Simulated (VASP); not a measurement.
Input:

```
MgS
1.0
    4.02938     0.00000     0.00000
   -2.01469     3.48954     0.00000
    0.00000     0.00000     6.42790
Mg S
2 2
Direct
  0.66667   0.33333   0.49639
  0.33333   0.66667   0.99639
  0.33333   0.66667   0.37860
  0.66667   0.33333   0.87860
```

These are r2SCAN meta-GGA, VASP's PBE PAW potentials (set 64) (plane waves; VASP 6.6.1) values and carry that method's errors. Run with 400 eV cut-off, 7×7×4 Γ-centred mesh, tetrahedra with Blöchl corrections, potentials Mg S.

Problem. Give the energies of bands 3 to 11 at the high-symmetry points, in eV from the valence-band maximum.

Solution. 
```
band      Γ      M      K      A      L      H
----  -----  -----  -----  -----  -----  -----
3     -3.25  -3.02  -2.52  -1.91  -3.13  -2.79
4     -0.58  -2.44  -2.26  -1.91  -3.13  -2.79
5     -0.58  -1.90  -2.26  -0.37  -0.90  -2.02
6     -0.15  -1.26  -1.38  -0.37  -0.90  -2.02
7     -0.15  -0.93  -1.36  -0.37  -0.81  -0.53
8      0.00  -0.47  -1.36  -0.37  -0.81  -0.53
9      4.13   5.26   5.27   5.60   5.18   6.43
10     5.37   5.70   7.55   5.60   5.18   6.43
11     8.10   6.45   8.04   8.24   6.92   6.88
```

The gap is direct, 4.13 eV, from the valence maximum at Γ to the conduction minimum at Γ.

The structure comes from a computed database's MgS entry (P6_3mc); how it stands against other phases isn't given here. It was relaxed first.
